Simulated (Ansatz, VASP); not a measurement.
# Cross-check of LaIrS3 between VASP and Ansatz, part 3 of 3

One calculation is typed for both programs; each brings its own data sets. How far apart do they land? The cell is generated by rule, not measured, and may not be a known phase. The cell is taken from a series of runs on this material, whose earlier steps may have relaxed, scaled, displaced or heated it; both programs get it as it stands.

VASP 6.6.1 and Ansatz 0.2.0.

So far: VASP: relaxation of cell and atoms, PBEsol, pair 1; Ansatz: relaxation of cell and atoms, PBEsol, pair 1; Comparison; VASP: relaxation of cell and atoms, PBEsol, pair 2; Ansatz: relaxation of cell and atoms, PBEsol, pair 2; Differences.

## Step 8: VASP: relaxation of cell and atoms, PBEsol, pair 3

Level of this step: PBEsol, no spin polarisation; plane waves and PAW (La, Ir, S); invented cell (VASP).

The relaxed volume is the usual yardstick between codes: in a stiff, nearly cubic crystal its relative difference is about their pressure difference at one cell divided by the bulk modulus.

Input file INCAR:

```
SYSTEM = LaIrS3
PREC = Accurate
ENCUT = 500
EDIFF = 1E-07
NELM = 200
ISMEAR = 1
SIGMA = 0.2
LREAL = .FALSE.
ALGO = Normal
GGA = PS
NBANDS = 25
LASPH = .TRUE.
LORBIT = 11
LWAVE = .FALSE.
LCHARG = .FALSE.
ISIF = 3
IBRION = 2
NSW = 80
EDIFFG = -0.005
GGA_COMPAT = .FALSE.
NELMIN = 4
LMAXMIX = 6
KPAR = 2
```

Input file POSCAR:

```
LaIrS3
1.0
    4.6342570000      0.0000000000      0.0000000000
    0.0000000000      4.6342570000      0.0000000000
    0.0000000000      0.0000000000      4.6342570000
La Ir S
1 1 3
Direct
    0.0000000000      0.0000000000      0.0000000000
    0.5000001079      0.5000001079      0.5000001079
    0.5000001079      0.5971030523      0.0000000000
    0.0000000000      0.4028971635      0.5000001079
    0.5000001079      0.0000000000      0.5000001079
```

Input file KPOINTS:

```
Automatic mesh
0
Gamma
8 8 8
0 0 0
```

The projector-augmented-wave data sets are La, Ir and S (PBE family, release 64).

Started as:

```sh
mpirun -np 2 vasp_std
```

Numbers of over 12 decimals in the logs are rounded to 6 here.

Log:

```text
[... set-up lines as in an earlier step ...]
 entering main loop
       N       E                     dE             d eps       ncg     rms          rms(c)
DAV:   1     0.329117994534E+03    0.32912E+03   -0.14975E+04  3798   0.189E+03
DAV:   2     0.390967316036E+02   -0.29002E+03   -0.27461E+03  4200   0.352E+02
DAV:   3    -0.245952070485E+02   -0.63692E+02   -0.60569E+02  5540   0.157E+02
DAV:   4    -0.340676651881E+02   -0.94725E+01   -0.87396E+01  6923   0.516E+01
[...]
DAV:  17    -0.331434158401E+02    0.29376E-07   -0.14564E-06  6196   0.651E-03    0.418E-03
DAV:  18    -0.331434156488E+02    0.19136E-06   -0.10604E-06  6612   0.527E-03    0.683E-04
DAV:  19    -0.331434156489E+02   -0.15007E-09   -0.61327E-08  4076   0.200E-03
   1 F= -.33143416E+02 E0= -.33143947E+02  d E =-.331434E+02
[... from here on, the cycles between the ionic steps are left out ...]
   2 F= -.33320883E+02 E0= -.33321674E+02  d E =-.177467E+00
   5 F= -.33390939E+02 E0= -.33391421E+02  d E =-.247523E+00
   6 F= -.33434564E+02 E0= -.33434831E+02  d E =-.436253E-01
   7 F= -.33434591E+02 E0= -.33434852E+02  d E =-.436526E-01
   8 F= -.33452408E+02 E0= -.33452430E+02  d E =-.178171E-01
   9 F= -.33454406E+02 E0= -.33454481E+02  d E =-.198151E-01
  10 F= -.33454399E+02 E0= -.33454477E+02  d E =-.198073E-01
  11 F= -.33454414E+02 E0= -.33454497E+02  d E =-.151422E-04
  12 F= -.33454427E+02 E0= -.33454508E+02  d E =-.278400E-04
  13 F= -.33454440E+02 E0= -.33454518E+02  d E =-.133010E-04
 trial-energy change:   -0.000013  1 .order   -0.000013   -0.000016   -0.000011
 step:   3.1325(harm=  3.1325)  dis= 0.00140  next Energy=   -33.454452 (dE=-0.252E-04)
 reached required accuracy - stopping structural energy minimisation
```

Parts of OUTCAR (step 8):

```text
  Total       -0.0064668      0.0240201     -0.0064668     -0.0000000      0.0000000      0.0000000
  in kB       -0.1034394      0.3842122     -0.1034394     -0.0000000      0.0000000      0.0000000
  external PRESSURE =       0.0591111 kB  Pullay stress =       0.0000000 kB

 POSITION                                       TOTAL-FORCE (eV/Angst)
 -----------------------------------------------------------------------------------
      0.00000      0.00000      0.00000         0.000000      0.000000      0.000000
      2.21920      2.54233      2.21920        -0.000000     -0.000000      0.000000
      2.21920      3.17361     -0.00000        -0.000000      0.004414      0.000000
     -0.00000      1.91105      2.21920         0.000000     -0.004414     -0.000000
      2.21920      0.00000      2.21920        -0.000000     -0.000000      0.000000
 -----------------------------------------------------------------------------------
    total drift:                               -0.000631     -0.000720     -0.000631

  FREE ENERGIE OF THE ION-ELECTRON SYSTEM (eV)
  ---------------------------------------------------
  free  energy   TOTEN  =       -33.4544398233 eV

  energy  without entropy=      -33.4546753614  energy(sigma->0) =      -33.45451834

[... 2 parts as in an earlier step ...]

[... 2 further parts left out ...]
[key lines of the parts left out:]
E-fermi :   7.4774
```

## Step 9: Ansatz: relaxation of cell and atoms, PBEsol, pair 3

The same cell, functional, mesh and smearing now go to Ansatz, which takes its cutoff from its data sets.

The cell is taken from a series of runs on this material, whose earlier steps may have relaxed, scaled, displaced or heated it; both programs get it as it stands.

Input file input.yaml:

```yaml
crystal:
  lattice:
    - [4.6342572702, 0.0, 0.0]
    - [0.0, 4.6342572702, 0.0]
    - [0.0, 0.0, 4.6342572702]
  atoms:
    - { symbol: La, position: [0.0, 0.0, 0.0] }
    - { symbol: Ir, position: [0.5, 0.5, 0.5] }
    - { symbol: S, position: [0.5, 0.5971029388, 0.0] }
    - { symbol: S, position: [0.0, 0.4028970612, 0.5] }
    - { symbol: S, position: [0.5, 0.0, 0.5] }
kpoints:
  mp_grid: { grid: [8, 8, 8] }
hamiltonian:
  xc: pbesol
  pseudopotentials: { kind: nc, accuracy: standard }
scf:
  occupations: { method: methfessel_paxton, width: 0.2 }
output:
  forces: true
  stress: true
  eigenvalues: true
relax:
  adjacent_minimum: "off"
  f_tol: 0.002
  max_steps: 120
  cell: { stress_tol: 0.03 }
```

Started as:

```sh
ansatz run input.yaml --threads 8 --pin off --max-ram 14336MiB --backend cpu --events-out ev --progress --plain --runs-dir out
```

Log:

```text
[...]
Crystal: 5 atoms, lattice volume = 99.527 Å³
Basis set: ecut = 1496.626244 eV, 13133 PW (Γ), exchange–correlation on 120×120×120 points (8 copies of the dense FFT grid, shifted against one another)
Bands: 28, of which v1, the nominal top of the filled ones, is band 23 counted from 1 (22 counted from 0)
Symmetry: 8 space group operations
[...]
--- Relaxed structure (7 steps of the walk, 7 accepted, 1 SCFs on fresh bases) ---
[...]
cell:  # Å, volume = 99.8569 Å³
    - [4.430967, 0, 0]
    - [0, 5.086053, 0.0]
    - [0, 0.0, 4.430967]
  atoms:
    - { symbol: La, position: [0, -2.9946088442378462e-19, 0] }
    - { symbol: Ir, position: [0.5, 0.5, 0.5] }
    - { symbol: S, position: [0.5, 0.623613, 0] }
    - { symbol: S, position: [0, 0.376387, 0.5] }
    - { symbol: S, position: [0.5, -2.9946088442378462e-19, 0.5] }
[key lines of the parts left out:]
SCF converged after 7 iterations
Free energy (F): -4985.668725 eV
Fermi energy:    11.697346 eV
P = ⅓ Tr σ = 0.0041 GPa (0.041 kbar)
```

## Step 10: Side by side

What differs besides the data sets and the points named for the pairs above, as far as they apply: the data sets hold 46 valence electrons in Ansatz (on norm-conserving files, of PseudoDojo where its log says so) and 38 in VASP. Total energies have different zeros and are not compared.

Compared:

| quantity | Ansatz | VASP | difference |
| --- | --- | --- | --- |
| volume (Å³) | 99.86 | 100.16 | -0.31 % |
| edge a after relaxation, in the typed setting (Å) | 4.431 | 4.438 | -0.17 % |
| edge b after relaxation, in the typed setting (Å) | 5.086 | 5.085 | +0.03 % |

## Step 11: Results

```yaml
difference_in_volume_relaxation_of_cell_and_atoms_pbesol_pair_1: -0.48 %
difference_in_volume_relaxation_of_cell_and_atoms_pbesol_pair_2: -0.30 %
difference_in_volume_relaxation_of_cell_and_atoms_pbesol_pair_3: -0.31 %
```

In words: The difference in volume is -0.48 % (relaxation of cell and atoms, PBEsol, pair 1), within the 1.2 % picked in this series as the mark of a large difference, as far as the stopping tolerances let one tell. The data sets hold unlike numbers of valence electrons (46 in Ansatz and 38 in VASP), so part of the differences comes from the potentials. 4 further runs of this series are not shown here. Such differences can come from data sets, numerical settings and the points named under the comparisons, not from the functional's error against experiment.

[Lines on the potential files, build, host, timing and source positions are cut from VASP's logs without a mark.]

[Logs are printed without paths, hosts, clocks, repeated set-up lines and the standing remarks that a program may print on its own settings, such as how far it seeks lower states.]

[Hosts, paths, dates, database ids (printed as entryN), source tags and the programs' standing remarks are cut or masked in the printed files.]
